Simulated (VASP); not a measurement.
A convergence study with VASP on CdSe (zinc blende): one setting is varied, all else stays as given below, so the limit is that of these other settings. Each run relaxes cell and ions from the cell shown.

```
CdSe
1.0
    0.00000     3.02500     3.02500
    3.02500     0.00000     3.02500
    3.02500     3.02500     0.00000
Cd Se
1 1
Direct
  0.00000   0.00000   0.00000
  0.25000   0.25000   0.25000
```

All values below come from PBE GGA, VASP's PBE PAW potentials (set 64) (plane waves; VASP). The tightest run used: 550 eV cut-off, 12×12×12 Γ-centred mesh, Gaussian smearing of 0.050 eV, potentials Cd Se.

Gaps are read on the run's mesh, which can miss a band edge.

**Question.** The settings run are 2×2×2 mesh; 3×3×3 mesh; 4×4×4 mesh; 5×5×5 mesh; 6×6×6 mesh; 8×8×8 mesh; 9×9×9 mesh; 10×10×10 mesh; 11×11×11 mesh; 12×12×12 mesh. From which on does the relaxed volume stay within 0.1 Å³/atom of the tightest run?

**Answer.** From 5×5×5 mesh on: it is off by 0.025 there and by no more than 0.1 in any finer run, while 4×4×4 mesh is off by 0.107.
| setting | relaxed volume (Å³/atom) | E (eV/atom) | gap on the mesh (eV) | irreducible k-points | difference judged (Å³/atom) |
|---|---|---|---|---|---|
| 2×2×2 mesh | 32.230 | -2.2385 | 0.127 | 3 | 2.341 |
| 3×3×3 mesh | 30.348 | -2.6544 | 0.400 | 4 | 0.460 |
| 4×4×4 mesh | 29.996 | -2.7271 | 0.459 | 8 | 0.107 |
| 5×5×5 mesh | 29.913 | -2.7433 | 0.475 | 10 | 0.025 |
| 6×6×6 mesh | 29.894 | -2.7476 | 0.480 | 16 | 0.005 |
| 8×8×8 mesh | 29.888 | -2.7495 | 0.483 | 29 | 0.001 |
| 9×9×9 mesh | 29.888 | -2.7497 | 0.483 | 35 | 0.001 |
| 10×10×10 mesh | 29.888 | -2.7498 | 0.483 | 47 | 0.001 |
| 11×11×11 mesh | 29.888 | -2.7499 | 0.483 | 56 | 0.000 |
| 12×12×12 mesh | 29.889 | -2.7499 | 0.483 | 72 | 0.000 |

Left out are rungs that failed or repeat a setting and relaxations that didn't move; long series are thinned to 24 rows.

The compound is CdSe in the zinc blende structure, whereas wurtzite is the usual form.
